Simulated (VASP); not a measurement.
These are PBE GGA, VASP's PBE PAW potentials (set 64) (plane waves; VASP 6.6.1) values and carry that method's errors.

A VASP calculation is set up with these files.

**KPOINTS**
```
K-points
0
gamma
  12 12 6
0 0 0
```

**INCAR**
```
# general
SYSTEM  = Zr
PREC    = Accurate
ENCUT   = 400
LREAL   = .FALSE.
LASPH   = .TRUE.

# electronic loop
EDIFF   = 1E-6
NELM    = 100
ALGO    = Normal
LMAXMIX = 4

# smearing
ISMEAR  = 0
SIGMA   = 0.01

# functional
GGA     = PE

# ions
ISIF    = 2

# output
LWAVE   = .FALSE.
LCHARG  = .FALSE.
```

File POSCAR:
```
Zr
1
    1.6473000000    -2.8532070000     0.0000000000
    1.6473000000     2.8532070000     0.0000000000
    0.0000000000     0.0000000000     5.2530000000
Zr
2
Direct
  0.3333330000   0.6666670000   0.2500000000
  0.6666670000   0.3333330000   0.7500000000
```

POTCAR, in this order: Zr_sv (PBE.64 set). Program: vasp_std.

The run wrote:

**OSZICAR**
```
       N       E                     dE             d eps       ncg     rms          rms(c)
DAV:   1     0.181750589971E+03    0.18175E+03   -0.12041E+04  2440   0.122E+03
DAV:   2    -0.505048028929E+01   -0.18680E+03   -0.18517E+03  3064   0.372E+02
DAV:   3    -0.176085124860E+02   -0.12558E+02   -0.12418E+02  4648   0.684E+01
DAV:   4    -0.177930270041E+02   -0.18451E+00   -0.18450E+00  2664   0.961E+00
DAV:   5    -0.177973267332E+02   -0.42997E-02   -0.42997E-02  3808   0.103E+00    0.129E+01
DAV:   6    -0.171306686505E+02    0.66666E+00   -0.10782E+00  2512   0.889E+00    0.485E+00
DAV:   7    -0.169967742340E+02    0.13389E+00   -0.67913E-01  3408   0.608E+00    0.114E+00
DAV:   8    -0.170014989418E+02   -0.47247E-02   -0.40433E-02  3256   0.161E+00    0.313E-01
DAV:   9    -0.170016791829E+02   -0.18024E-03   -0.25784E-03  2784   0.518E-01    0.387E-02
DAV:  10    -0.170016249629E+02    0.54220E-04   -0.71179E-05  3568   0.545E-02    0.250E-02
DAV:  11    -0.170016231901E+02    0.17728E-05   -0.12548E-05  2936   0.431E-02    0.447E-03
DAV:  12    -0.170016232440E+02   -0.53858E-07   -0.34736E-07  1888   0.493E-03
   1 F= -.17001623E+02 E0= -.17001536E+02  d E =-.174253E-03
```

**OUTCAR**
```
------------------------ aborting loop because EDIFF is reached ----------------------------------------
  FORCE on cell =-STRESS in cart. coord.  units (eV):
  Direction    XX          YY          ZZ          XY          YZ          ZX
  --------------------------------------------------------------------------------------
  Total       -1.4493409     -1.4493406     -1.4699470      0.0000000      0.0000000     -0.0000000
  in kB      -47.0259691    -47.0259593    -47.6945655      0.0000000      0.0000000     -0.0000000
  external PRESSURE =     -47.2488313 kB  Pullay stress =       0.0000000 kB
  volume of cell :       49.38
      direct lattice vectors                 reciprocal lattice vectors
     1.647300000 -2.853207000  0.000000000     0.303526984 -0.175241404  0.000000000
     1.647300000  2.853207000  0.000000000     0.303526984  0.175241404  0.000000000
     0.000000000  0.000000000  5.253000000     0.000000000  0.000000000  0.190367409
 POSITION                                       TOTAL-FORCE (eV/Angst)
 -----------------------------------------------------------------------------------
      1.64730      0.95107      1.31325         0.000000     -0.000000      0.000000
      1.64730     -0.95107      3.93975        -0.000000      0.000000      0.000000
 -----------------------------------------------------------------------------------
    total drift:                                0.000000      0.001150     -0.000020
  FREE ENERGIE OF THE ION-ELECTRON SYSTEM (eV)
  ---------------------------------------------------
  free  energy   TOTEN  =       -17.0016232440 eV

  energy  without entropy=      -17.0014489909  energy(sigma->0) =      -17.00153612
```
(Selected blocks of OUTCAR.)

The compound is Zr in the hcp structure. The cell was not relaxed at this level. The run is one of a series of settings (ISMEAR = 0, SIGMA = 0.01 against the base run), some of them coarse on purpose.
